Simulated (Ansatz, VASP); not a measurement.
# BP: VASP beside Ansatz

One calculation is typed for both programs; each brings its own data sets. How far apart do they land? The cell is taken from a series of runs on this material, whose earlier steps may have relaxed, scaled, displaced or heated it; both programs get it as it stands. Other levels of theory on this material are compared in a session of their own.

Calculated with Ansatz 0.2.0; plane waves, with VASP 6.6.1 beside it; relaxation of cell and atoms at PBE.

### Step 1. Starting point

Symmetry: F-43m, No. 216, cubic system. The conventional cell has a = 4.548 Å, b = 4.548 Å, c = 4.548 Å, α = 90.00°, β = 90.00°, γ = 90.00°. B has 4 P at 1.97 Å nearest. Nearest to P lie 4 B at 1.97 Å. Farther neighbours are not listed.

Coordinates:

```cif
data_structure
_symmetry_space_group_name_H-M 'P 1'
_symmetry_Int_Tables_number 1
_cell_length_a 3.2161
_cell_length_b 3.2161
_cell_length_c 3.2161
_cell_angle_alpha 60.000
_cell_angle_beta 60.000
_cell_angle_gamma 60.000
_cell_volume 23.52
loop_
_atom_site_label
_atom_site_type_symbol
_atom_site_fract_x
_atom_site_fract_y
_atom_site_fract_z
_atom_site_occupancy
B1 B 0.00000 0.00000 0.00000 1
P2 P 0.75000 0.75000 0.75000 1
```

### Step 2. VASP: relaxation of cell and atoms, PBE

The relaxed volume is the usual yardstick between codes: in a stiff, nearly cubic crystal its relative difference is about their pressure difference at one cell divided by the bulk modulus.

Lines of VASP's logs that name or quote its potential files are left out, and so is its time.

INCAR reads:

```
SYSTEM = BP
PREC = Accurate
ENCUT = 500
EDIFF = 1E-07
NELM = 120
ISMEAR = 0
SIGMA = 0.01
LREAL = .FALSE.
ALGO = Normal
GGA = PE
NBANDS = 10
LORBIT = 11
LWAVE = .FALSE.
LCHARG = .FALSE.
ISIF = 3
IBRION = 2
NSW = 80
EDIFFG = -0.005
LASPH = .TRUE.
GGA_COMPAT = .FALSE.
NELMIN = 4
EFERMI = MIDGAP
KPAR = 2
```

POSCAR reads:

```
BP
1.0
    0.0000000000      2.2741050000      2.2741050000
    2.2741050000      0.0000000000      2.2741050000
    2.2741050000      2.2741050000      0.0000000000
B P
1 1
Direct
    0.0000000000      0.0000000000      0.0000000000
    0.7500000000      0.7500000000      0.7500000000
```

KPOINTS reads:

```
Automatic mesh
0
Gamma
12 12 12
0 0 0
```

The projector-augmented-wave data sets are B and P (PBE family, release 64).

Run with:

```console
$ mpirun -np 2 vasp_std
```

Numbers of over 12 decimals in the logs are rounded to 6 here.

Output:

```text
[banner, memory and clock lines left out]
running    2 mpi-ranks, on    1 nodes
 distrk:  each k-point on    1 cores,    2 groups
 distr:  one band on    1 cores,    1 groups

 POSCAR found type information on POSCAR B P
 POSCAR found :  2 types and       2 ions
 LDA part: xc-table for (Slater+PW92), standard interpolation
 POSCAR, INCAR and KPOINTS ok, starting setup
 FFT: planning ... GRIDC
 FFT: planning ... GRID_SOFT
 FFT: planning ... GRID
 WAVECAR not read
 entering main loop
       N       E                     dE             d eps       ncg     rms          rms(c)
DAV:   1     0.835658830373E+01    0.83566E+01   -0.39291E+03  1440   0.701E+02
DAV:   2    -0.130387712113E+02   -0.21395E+02   -0.20312E+02  2006   0.109E+02
DAV:   3    -0.136217562268E+02   -0.58299E+00   -0.58183E+00  1798   0.166E+01
DAV:   4    -0.136239421435E+02   -0.21859E-02   -0.21856E-02  1796   0.115E+00
DAV:   5    -0.136239522776E+02   -0.10134E-04   -0.10134E-04  1706   0.755E-02    0.714E+00
DAV:   6    -0.130267020394E+02    0.59725E+00   -0.14288E+00  1614   0.554E+00    0.387E+00
DAV:   7    -0.129381626348E+02    0.88539E-01   -0.23411E-01  1872   0.258E+00    0.131E+00
DAV:   8    -0.129303190797E+02    0.78436E-02   -0.28045E-02  1666   0.990E-01    0.203E-01
DAV:   9    -0.129306313853E+02   -0.31231E-03   -0.65865E-04  1658   0.186E-01    0.120E-01
DAV:  10    -0.129308300668E+02   -0.19868E-03   -0.28705E-04  1702   0.111E-01    0.292E-02
DAV:  11    -0.129308394475E+02   -0.93807E-05   -0.10134E-05  1850   0.227E-02    0.309E-02
DAV:  12    -0.129308404281E+02   -0.98061E-06   -0.39072E-06  1654   0.107E-02    0.790E-03
DAV:  13    -0.129308403814E+02    0.46713E-07   -0.78174E-08  1256   0.210E-03
   1 F= -.12930840E+02 E0= -.12930840E+02  d E =-.129308E+02
 curvature:   0.00 expect dE= 0.000E+00 dE for cont linesearch  0.000E+00
 trial: gam= 0.00000 g(F)=  0.176E-47 g(S)=  0.607E-04 ort = 0.000E+00 (trialstep = 0.100E+01)
 search vector abs. value=  0.607E-04
 bond charge predicted
       N       E                     dE             d eps       ncg     rms          rms(c)
DAV:   1    -0.129308874765E+02   -0.47048E-04   -0.12370E-03  1634   0.228E-01    0.431E-02
DAV:   2    -0.129308575255E+02    0.29951E-04   -0.62581E-05  1614   0.421E-02    0.237E-02
DAV:   3    -0.129308501177E+02    0.74079E-05   -0.17366E-05  1648   0.202E-02    0.649E-03
DAV:   4    -0.129308500203E+02    0.97396E-07   -0.68176E-07  1696   0.511E-03
   2 F= -.12930850E+02 E0= -.12930850E+02  d E =-.963887E-05
 trial-energy change:   -0.000010  1 .order   -0.000010   -0.000061    0.000041
 step:   0.5933(harm=  0.5990)  dis= 0.00000  next Energy=   -12.930858 (dE=-0.179E-04)
 bond charge predicted
       N       E                     dE             d eps       ncg     rms          rms(c)
DAV:   1    -0.129308661046E+02   -0.15987E-04   -0.21406E-04  1630   0.945E-02    0.195E-02
DAV:   2    -0.129308611220E+02    0.49826E-05   -0.10642E-05  1610   0.174E-02    0.110E-02
DAV:   3    -0.129308594588E+02    0.16632E-05   -0.29584E-06  1642   0.831E-03    0.222E-03
DAV:   4    -0.129308591548E+02    0.30402E-06   -0.11507E-07   948   0.211E-03    0.165E-03
DAV:   5    -0.129308589807E+02    0.17404E-06   -0.29829E-08   748   0.116E-03    0.103E-03
DAV:   6    -0.129308589443E+02    0.36460E-07   -0.22355E-09   742   0.403E-04
   3 F= -.12930859E+02 E0= -.12930859E+02  d E =-.185629E-04
 curvature:  -0.30 expect dE=-0.118E-07 dE for cont linesearch -0.118E-07
 trial: gam= 0.00000 g(F)=  0.667E-48 g(S)=  0.395E-07 ort =-0.155E-05 (trialstep = 0.919E+00)
 search vector abs. value=  0.396E-07
 reached required accuracy - stopping structural energy minimisation
```

OUTCAR, selected parts (step 2):

```text
ion  position               nearest neighbor table
   1  0.000  0.000  0.000-   2 1.97   2 1.97   2 1.97   2 1.97
   2  0.750  0.750  0.750-   1 1.97   1 1.97   1 1.97   1 1.97

  LATTYP: Found a face centered cubic cell.
 ALAT       =     4.5482100000

 Subroutine GETGRP returns: Found 24 space group operations
 (whereof 24 operations were pure point group operations)

The static configuration has the point symmetry T_d .

 Found     72 irreducible k-points:

   k-points           NKPTS =     72   k-points in BZ     NKDIM =     72   number of bands    NBANDS=     10

   dimension x,y,z NGX =    24 NGY =   24 NGZ =   24
   dimension x,y,z NGXF=    48 NGYF=   48 NGZF=   48

   ENCUT  =  500.0 eV  36.75 Ry    6.06 a.u.   5.86  5.86  5.86*2*pi/ulx,y,z

   NELECT =       8.0000    total number of electrons

 k-points in reciprocal lattice and weights: Automatic mesh
   0.00000000  0.00000000  0.00000000       0.001
   0.08333333  0.00000000  0.00000000       0.005
   0.16666667  0.00000000  0.00000000       0.005
   0.25000000  0.00000000  0.00000000       0.005
   0.33333333  0.00000000  0.00000000       0.005
   0.41666667  0.00000000  0.00000000       0.005
   0.50000000  0.00000000  0.00000000       0.002
   0.08333333  0.08333333  0.00000000       0.003
   0.16666667  0.08333333  0.00000000       0.014
[...]
-0.33333333  0.50000000  0.16666667       0.007
  -0.25000000  0.50000000  0.25000000       0.003

 average (electrostatic) potential at core
       1 -24.8704       2 -81.3426

 E-fermi :   7.9894

 k-point     1 :       0.0000    0.0000    0.0000
  band No.  band energies     occupation
      1      -8.0436      2.00000
      2       7.3678      2.00000
      3       7.3678      2.00000
      4       7.3678      2.00000
      5      10.7605      0.00000
      6      10.7605      0.00000
      7      10.7605      0.00000
      8      14.6585      0.00000
      9      18.8438      0.00000
    ...

 k-point     2 :       0.0833    0.0000    0.0000
  band No.  band energies     occupation
      1      -7.9189      2.00000
      2       6.4099      2.00000
      3       7.1551      2.00000
      4       7.1551      2.00000
      5      11.0548      0.00000
      6      11.0548      0.00000
      7      11.1098      0.00000
      8      15.0299      0.00000
      9      18.9586      0.00000
    ...

 k-point     3 :       0.1667    0.0000    0.0000
  band No.  band energies     occupation
      1      -7.5481      2.00000
      2       4.5402      2.00000
      3       6.7058      2.00000
      4       6.7058      2.00000
      5      11.3686      0.00000
      6      11.6620      0.00000
      7      11.6620      0.00000
      8      15.9610      0.00000
      9      18.2999      0.00000
    ...

  Total        0.0007390      0.0007390      0.0007390      0.0000000     -0.0000000      0.0000000
  in kB        0.0503976      0.0503976      0.0503976      0.0000000     -0.0000000      0.0000000
  external PRESSURE =       0.0503976 kB  Pullay stress =       0.0000000 kB

  energy-cutoff  :      500.00
  volume of cell :       23.49
      direct lattice vectors                 reciprocal lattice vectors
    -0.000000000  2.273162135  2.273162135    -0.219957913  0.219957913  0.219957913
     2.273162135  0.000000000  2.273162135     0.219957913 -0.219957913  0.219957913
     2.273162135  2.273162135  0.000000000     0.219957913  0.219957913 -0.219957913

 POSITION                                       TOTAL-FORCE (eV/Angst)
 -----------------------------------------------------------------------------------
      0.00000      0.00000      0.00000         0.000000      0.000000      0.000000
      3.40974      3.40974      3.40974        -0.000000     -0.000000     -0.000000
 -----------------------------------------------------------------------------------
    total drift:                               -0.000000     -0.000000     -0.000000

  FREE ENERGIE OF THE ION-ELECTRON SYSTEM (eV)
  ---------------------------------------------------
  free  energy   TOTEN  =       -12.9308589443 eV

  energy  without entropy=      -12.9308589443  energy(sigma->0) =      -12.93085894

 reached required accuracy - stopping structural energy minimisation

 total charge
# of ion       s       p       d       tot
------------------------------------------
    1        0.666   1.267   0.000   1.934
    2        0.992   1.573   0.000   2.566
--------------------------------------------------
tot          1.659   2.841   0.000   4.499

[... 3 further parts left out ...]
```

### Step 3. Ansatz: relaxation of cell and atoms, PBE

Ansatz runs on its PAW soft_1 files.

The same cell, functional and mesh now go to Ansatz, which takes its cutoff from its data sets.

input.yaml reads:

```yaml
crystal:
  lattice:
    - [0.0, 2.2741054519, 2.2741054519]
    - [2.2741054519, 0.0, 2.2741054519]
    - [2.2741054519, 2.2741054519, 0.0]
  atoms:
    - { symbol: B, position: [0.0, 0.0, 0.0] }
    - { symbol: P, position: [0.75, 0.75, 0.75] }
kpoints:
  mp_grid: { grid: [12, 12, 12] }
hamiltonian:
  xc: pbe
  pseudopotentials: { kind: paw, azcp: { folder: soft_1 } }
scf:
  occupations: { method: fixed }
output:
  forces: true
  stress: true
  eigenvalues: true
relax:
  adjacent_minimum: "off"
  f_tol: 0.001
  max_steps: 60
  cell: { stress_tol: 0.01 }
```

Run with:

```console
$ ansatz run input.yaml --threads 4 --pin off --max-ram 10240MiB --backend cpu --events-out ev --progress --plain --runs-dir out
```

Output:

```text
Engine: ansatz 0.2.0, x86_64-unknown-linux-gnu
Pseudopotentials: kind: paw
Pseudopotential: B, paw, valence charge 3, recommended cutoff 420 eV (normal), soft_1/B.paw.azcp
Pseudopotential: P, paw, valence charge 5, recommended cutoff 420 eV (normal), soft_1/P.paw.azcp
Functional definition: PBE
  parameter kappa = 0.804
  parameter beta = 0.066725
  exchange = pbe_x(kappa = kappa, mu = beta*pi^2/3)
  correlation = pbe_c(beta = beta)
Crystal: 2 atoms, lattice volume = 23.521 Å³
Basis set: ecut = 420 eV, 459 PW (Γ), exchange–correlation on 48×48×48 points (8 copies of the dense FFT grid, shifted against one another)
Bands: 8, of which v1, the nominal top of the filled ones, is band 4 counted from 1 (3 counted from 0)
Symmetry: 24 space group operations
Space group: F-43m (ITA 216), of the structure as read, at distance tolerance 2.9e-5 Å
k-points: 72 of 1728 (time reversal used)
Non-local potential: B, projectors of the file, l = 0: 2, l = 1: 2, l = 2: 1
Non-local potential: P, projectors of the file, l = 0: 2, l = 1: 2, l = 2: 1
PAW form: soft (Blöchl's): semilocal exchange-correlation on the pseudo side does not see the compensation charge
PAW one-centre angular grid: B, 110 points (default); XC on 64 Gauss nodes
PAW one-centre angular grid: P, 110 points (default); XC on 64 Gauss nodes
Initial density: superposition of atomic densities (chi_scale 0.1, normalization cell, long waves kept (reshape's long-wave potential 0.00 eV rms))
Initial wavefunctions: pseudopotential atomic-orbital guess
Functional: x = pbe(κ = 0.804, μ = 0.219515), c = pbe(β = 0.066725)
SCF iter   1: F=—  HF=-913.143492 eV  |F-HF|=—  |Δ(HF+E_count)|=         —  Δρ=9.03e-2  dr2=2.16e0  ethr=3.10e-3  ⟨swp⟩=5.0  Hψ=4182  notcnv=0  defer=132
preconditioner: auto → none  [insulator: Δε(μ)=1.937 eV  Ē_g=12.874 eV  n_scr=0 (ndim 8)  ℏωp=21.7 eV  f_vac=0.000  ε∞_Penn≈3.8]
SCF iter   2: F=—  HF=-912.489224 eV  |F-HF|=—  |Δ(HF+E_count)|=   6.54e-1  Δρ=3.01e-2  dr2=1.61e-1  ethr=3.10e-3  ⟨swp⟩=2.4  Hψ=1607  notcnv=0  defer=120
SCF iter   3: F=—  HF=-912.451552 eV  |F-HF|=—  |Δ(HF+E_count)|=   3.77e-2  Δρ=1.22e-2  dr2=2.22e-2  ethr=2.02e-3  ⟨swp⟩=3.0  Hψ=1002  notcnv=0  defer=132
SCF iter   4: F=—  HF=-912.448237 eV  |F-HF|=—  |Δ(HF+E_count)|=   3.31e-3  Δρ=1.42e-3  dr2=2.29e-4  ethr=2.78e-4  ⟨swp⟩=2.5  Hψ=845  notcnv=0  defer=136
SCF iter   5: F=—  HF=-912.448314 eV  |F-HF|=—  |Δ(HF+E_count)|=   7.66e-5  Δρ=1.28e-4  dr2=2.12e-6  ethr=2.86e-6  ⟨swp⟩=2.5  Hψ=995  notcnv=0  defer=136
SCF iter   6: F=—  HF=-912.448315 eV  |F-HF|=—  |Δ(HF+E_count)|=   1.06e-6  Δρ=1.23e-5  dr2=5.01e-8  ethr=1.25e-9  ⟨swp⟩=8.4  Hψ=4071  notcnv=0
SCF iter   7: F=-912.448315 eV  HF=-912.448315 eV  |F-HF|=1.01e-10  |Δ(HF+E_count)|=   2.65e-9  Δρ=1.33e-6  dr2=4.10e-10  ethr=6.26e-10  ⟨swp⟩=2.6  Hψ=2085  notcnv=0
SCF 1 converged in 7 iterations: F = -912.448315 eV  dr2 = 4.10e-10
  greatest PAW one-centre occupation: 0.765 electrons in one spin orbital (limit 2), on the P atom at site 1 (counted from 0), in its partial waves of l = 0
relax step   1: F+E_penalty+E_count = -912.44831473 eV  Δ(F+E_penalty+E_count) = +0.000e0 eV  max|allowed force component| = 2.961e-16 eV/Å  Δτ_max = 0.0000 Å  P = +0.008 GPa  Ω = 23.521 Å³  (7 SCF iters, dr2 threshold 1.00e-7 eV, accepted)
Initial density: handed on by an earlier stage of this run
Initial wavefunctions: pseudopotential atomic-orbital guess (no wavefunctions were taken with the density)
iter 1 solved again at ethr=1.73e-6 eV; its pass at ethr=3.10e-3 eV (dr2=1.38e-4 eV) is discarded
SCF iter   1: F=—  HF=-912.448316 eV  |F-HF|=—  |Δ(HF+E_count)|=         —  Δρ=2.33e-6  dr2=8.08e-10  ethr=1.73e-6  ⟨swp⟩=2.5  Hψ=5800  notcnv=0  defer=138
eigensolver tolerance schedule: the retry pair's looser diagonalisation over-reported the residual by 171274.56 of it (diagonalisation noise at an unbounded share of the residual, at the tolerance the schedule requests for it); recorded, not acted on — ethr = c·dr2/N_el stays at c = 1.0e-1
preconditioner: auto → none  [insulator: Δε(μ)=1.249 eV  Ē_g=12.747 eV  n_scr=0 (ndim 8)  ℏωp=21.7 eV  f_vac=0.000  ε∞_Penn≈3.9]
SCF iter   2: F=—  HF=-912.448315 eV  |F-HF|=—  |Δ(HF+E_count)|=   1.12e-6  Δρ=5.90e-7  dr2=5.71e-11  ethr=1.01e-11  ⟨swp⟩=3.9  Hψ=1252  notcnv=0  defer=131
SCF iter   3: F=—  HF=-912.448315 eV  |F-HF|=—  |Δ(HF+E_count)|=  6.57e-11  Δρ=2.94e-7  dr2=1.15e-11  ethr=7.14e-13 (applied; sched 1.00e-12)  ⟨swp⟩=2.7  Hψ=893  notcnv=0  defer=131
SCF iter   4: F=—  HF=-912.448315 eV  |F-HF|=—  |Δ(HF+E_count)|=  3.12e-11  Δρ=1.15e-7  dr2=2.70e-12  ethr=1.43e-13 (applied; sched 1.00e-12)  ⟨swp⟩=2.3  Hψ=846  notcnv=0  defer=131
SCF iter   5: F=-912.448315 eV  HF=-912.448315 eV  |F-HF|=3.41e-13  |Δ(HF+E_count)|=  3.87e-12  Δρ=2.64e-8  dr2=1.09e-13  ethr=1.00e-12  ⟨swp⟩=9.2  Hψ=3879  notcnv=0
SCF 2 converged in 5 iterations: F = -912.448315 eV  dr2 = 1.09e-13
relax step   2: F+E_penalty+E_count = -912.44831473 eV  Δ(F+E_penalty+E_count) = -1.093e-10 eV  max|allowed force component| = 2.776e-16 eV/Å  Δτ_max = 0.0000 Å  P = +0.008 GPa  Ω = 23.521 Å³  stress off target by 7.95e-3 GPa  SCF on the basis re-selected at this cell (its energy is not comparable with the rows above)  (5 SCF iters)
basis re-selected at this cell: Δ(F+E_penalty+E_count) = -1.093e-10 eV, ΔP = +0.000 GPa vs the last step (what re-selecting the basis moved, of the pressure what is left beyond the Pulay correction that the steps carried, after the strain that the cell walked since its last selection, with what the two solves' SCF thresholds leave and, on support functions, any second-order correction that the steps lacked; it is no  [...]
SCF converged after 5 iterations
Free energy (F): -912.448315 eV
Harris-Foulkes:  -912.448315 eV  (|F-HF|=3.41e-13)
Internal energy: -912.448315 eV  (E = F + TS)
E sigma→0 (E₀):  -912.448315 eV
Fermi energy:    9.151896 eV
--- Per-component energies (eV) ---
  E_band       = 21.494768
  E_kinetic    = 120.317284
  E_local      = -62.054195  (includes V_loc(G=0)·N_el)
  E_nonlocal   = 39.861081
  E_hartree    = 17.238787
  E_xc         = -106.710484
  E_vxc        = -100.939087  (∫ρ·V_xc dr)
  E_paw        = -636.250215  (= ΣΔE_a)
  E_vpaw       = -10.167893  (= ΣTr[D̂ρ^β])
  E_aug_tail   = 0.000006  (compensation charges beyond the density's cutoff)
  E_ewald      = -284.850579
  E_smearing   = -0.000000  (= −TS)
  E_closure    = 0.000000  (closes the sum)
  Σ components = -912.448315   (vs F -912.448315, Δ=0.00e0)
--- Forces (eV/Å), atoms counted from 1 ---
  atom   1  B     -0.00000000     0.00000000     0.00000000
  atom   2  P      0.00000000    -0.00000000     0.00000000
  max |Σ_I F_I| component: 1.11e-16 eV/Å
--- Stress (GPa, compression-positive) ---
        0.007952       0.000000      -0.000000
       -0.000000       0.007952       0.000000
       -0.000000       0.000000       0.007952
  P = ⅓ Tr σ = 0.0080 GPa (0.080 kbar)
--- Band table (eV; the first three rows and the last of 72) ---
  k-point 0: bands = ["-6.2443", "9.1519", "9.1519", "9.1519", "12.5463", "12.5463", "12.5463", "16.4192"]
  k-point 1: bands = ["-6.1198", "8.1962", "8.9399", "8.9399", "12.8391", "12.8391", "12.8916", "16.7918"]
  k-point 2: bands = ["-5.7495", "6.3294", "8.4917", "8.4917", "13.1452", "13.4434", "13.4434", "17.7255"]
  k-point 71: bands = ["-1.1578", "1.1241", "3.5199", "3.7247", "14.4784", "15.8964", "16.3471", "16.5555"]
--- Relaxed structure (1 steps of the walk, 1 accepted, 1 SCFs on fresh bases) ---
  F+E_penalty+E_count = -912.44831473 eV   max|allowed force component| = 2.776e-16 eV/Å   (the final SCF, on the basis selected at the relaxed cell)
  cell:  # Å, volume = 23.5213 Å³
    - [0.0, 2.2741054519, 2.2741054519]
    - [2.2741054519, 0.0, 2.2741054519]
    - [2.2741054519, 2.2741054519, 0.0]
  atoms:
    - { symbol: B, position: [0.0, 0.0, 0.0] }
    - { symbol: P, position: [0.75, 0.75, 0.75] }
```

### Step 4. Side by side

Known differences besides the potentials themselves: fixed occupations in Ansatz, narrow Gaussian smearing in VASP; the cutoff is 420 eV in Ansatz and 500 eV in VASP; Ansatz adds a Pulay correction to the stress that steers its cell, VASP none. Total energies have different zeros and are not compared.

The two programs side by side:

```
                                         quantity  Ansatz   VASP  difference
                                      volume (Å³)   23.52  23.49     +0.12 %
edge a after relaxation, in the typed setting (Å)   3.216  3.215     +0.04 %
```

### Step 5. Outcome

- difference in volume (relaxation of cell and atoms, PBE): 0.12 %

In words: The difference in volume is 0.12 % (relaxation of cell and atoms, PBE), within the 1.2 % picked in this series as the mark of a large difference, as far as the stopping tolerances let one tell. 6 further runs of this series are not shown here. How closely two codes agree says nothing of how well the functional describes the real material.

[Lines on the potential files, build, host, timing and source positions are cut from VASP's logs without a mark.]

[Logs are printed without paths, hosts, clocks, repeated set-up lines and the standing remarks that a program may print on its own settings, such as how far it seeks lower states.]

[Hosts, paths, dates, database ids (printed as entryN), source tags and the programs' standing remarks are cut or masked in the printed files.]
